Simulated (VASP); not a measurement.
Output of a VASP run:

OSZICAR:
```
       N       E                     dE             d eps       ncg     rms          rms(c)
DAV:   1     0.121147262290E+03    0.12115E+03   -0.10994E+04   840   0.105E+03
DAV:   2    -0.271073129960E+02   -0.14825E+03   -0.14174E+03  1243   0.185E+02
DAV:   3    -0.367297986060E+02   -0.96225E+01   -0.95846E+01  1040   0.543E+01
DAV:   4    -0.369002121934E+02   -0.17041E+00   -0.17009E+00  1097   0.856E+00
DAV:   5    -0.369033976386E+02   -0.31854E-02   -0.31844E-02  1000   0.114E+00    0.739E+00
DAV:   6    -0.364580367592E+02    0.44536E+00   -0.37400E-01  1024   0.292E+00    0.445E+00
DAV:   7    -0.362969931535E+02    0.16104E+00   -0.44918E-01  1045   0.324E+00    0.600E-01
DAV:   8    -0.362971082731E+02   -0.11512E-03   -0.21632E-02   990   0.824E-01    0.331E-01
DAV:   9    -0.362973116830E+02   -0.20341E-03   -0.32629E-03  1062   0.305E-01    0.991E-02
DAV:  10    -0.362973950588E+02   -0.83376E-04   -0.36690E-04  1014   0.109E-01    0.556E-02
DAV:  11    -0.362974166678E+02   -0.21609E-04   -0.43659E-05  1046   0.450E-02    0.232E-02
DAV:  12    -0.362974245954E+02   -0.79276E-05   -0.24478E-05  1000   0.264E-02    0.913E-03
DAV:  13    -0.362974237880E+02    0.80741E-06   -0.37187E-06  1054   0.125E-02    0.389E-03
DAV:  14    -0.362974241021E+02   -0.31405E-06   -0.24982E-06  1039   0.886E-03    0.200E-03
DAV:  15    -0.362974240678E+02    0.34298E-07   -0.18368E-07   718   0.327E-03
   1 F= -.36297424E+02 E0= -.36297424E+02  d E =0.000000E+00
```

**OUTCAR**
```
------------------------ aborting loop because EDIFF is reached ----------------------------------------
  FORCE on cell =-STRESS in cart. coord.  units (eV):
  Direction    XX          YY          ZZ          XY          YZ          ZX
  --------------------------------------------------------------------------------------
  Total        0.0146221      0.0146221      0.0146221      0.0109767     -0.0109767     -0.0109767
  in kB        0.1609538      0.1609538      0.1609538      0.1208274     -0.1208274     -0.1208274
  external PRESSURE =       0.1609538 kB  Pullay stress =       0.0000000 kB
  volume of cell :      145.55
      direct lattice vectors                 reciprocal lattice vectors
     0.000000000  2.631053051  2.631053051    -0.190105148  0.189970807  0.190105148
     2.631053051  0.000000000  2.631053051     0.189970807 -0.190105148  0.190105148
    10.516780312 10.516780312  0.007431892     0.047559872  0.047559872 -0.047559872
 POSITION                                       TOTAL-FORCE (eV/Angst)
 -----------------------------------------------------------------------------------
     10.42056     10.42056      0.10365        -0.007291     -0.007291      0.007291
      5.35106      5.35106      5.17315        -0.001264     -0.001264      0.001264
      7.91777      7.91777      5.23750         0.004627      0.004627     -0.004627
      7.86111      7.86111      0.03205        -0.007775     -0.007775      0.007775
      1.31887      1.31887      1.31218         0.002034      0.002034     -0.002034
      4.00032      4.00032      1.26179         0.011324      0.011324     -0.011324
      6.57392      6.57392      1.31924         0.003353      0.003353     -0.003353
      9.14588      9.14588      1.37834        -0.005010     -0.005010      0.005010
 -----------------------------------------------------------------------------------
    total drift:                                0.000050      0.000050     -0.000049
  FREE ENERGIE OF THE ION-ELECTRON SYSTEM (eV)
  ---------------------------------------------------
  free  energy   TOTEN  =       -36.2974240678 eV

  energy  without entropy=      -36.2974240678  energy(sigma->0) =      -36.29742407

 total charge

# of ion       s       p       d       tot
------------------------------------------
    1        0.395   0.672   0.000   1.067
    2        0.368   0.571   0.000   0.939
    3        0.369   0.578   0.000   0.947
    4        0.369   0.578   0.000   0.947
    5        1.333   2.204   0.041   3.579
    6        1.426   2.491   0.031   3.947
    7        1.426   2.494   0.029   3.949
    8        1.425   2.493   0.030   3.949
--------------------------------------------------
tot          7.111  12.081   0.132  19.323

 Electric field gradients after diagonalization (V/A^2)
 (convention: |V_zz| > |V_xx| > |V_yy|)
----------------------------------------------------------------------
 ion       V_xx      V_yy      V_zz     asymmetry (V_yy - V_xx)/ V_zz
----------------------------------------------------------------------
   1      -0.005    -0.005     0.011       0.001
   2      -0.132    -0.132     0.264       0.000
   3       0.188     0.188    -0.376       0.000
   4       0.128     0.128    -0.256       0.000
   5     -43.929   -43.928    87.858       0.000
   6      11.411    11.410   -22.821       0.000
   7      11.219    11.219   -22.438       0.000
   8       8.695     8.694   -17.389       0.000
```
(Selected blocks of OUTCAR.)

### POSCAR
```
Be4Se3Te
1
    0.0000000000     2.6310530511     2.6310530511
    2.6310530511     0.0000000000     2.6310530511
   10.5167803123    10.5167803123     0.0074318922
Be Te Se
4 1 3
Direct
  0.0183045004   0.0183045004   0.9862716247
  0.9827244987   0.9827244987   0.2629566261
  0.9946114617   0.9946114617   0.5040414037
  0.0050370827   0.0050370827   0.7462221881
  0.2492756008   0.2492756008   0.0630432994
  0.2393354617   0.2393354617   0.3204984037
  0.2499111034   0.2499111034   0.5625666725
  0.2608002907   0.2608002907   0.8043997820
```

### Question
Write an INCAR and KPOINTS that could have produced this output.

### Answer
One answer among several that fit: the input of the run itself, PBEsol GGA, plane waves, VASP's PBE PAW potentials (set 64).

**INCAR**
```
ISMEAR = -5
LORBIT = 11   ! lm-projected
ALGO = Normal
LCHARG = .True.
SYSTEM = Be4Se3Te
ENCUT = 400   ! plane-wave cut-off (eV)
LWAVE = .False.
LASPH = .True.
GGA = PS
PREC = Accurate
LREAL = .False.
ISIF = 2   ! forces and stress, cell fixed
NELM = 100
EDIFF = 1E-7   ! SCF stop (eV)
LMAXMIX = 4
NEDOS = 601
LEFG = .True.
```

**KPOINTS**
```
Automatic
0
G
 8 8 2
0 0 0
```

POTCAR, in this order: Be Te Se (PBE.64 set). Program: vasp_std.

The structure was generated: Be4Se3Te was put into an ordered model structure (R3m), which need not be its known phase. It was relaxed first.
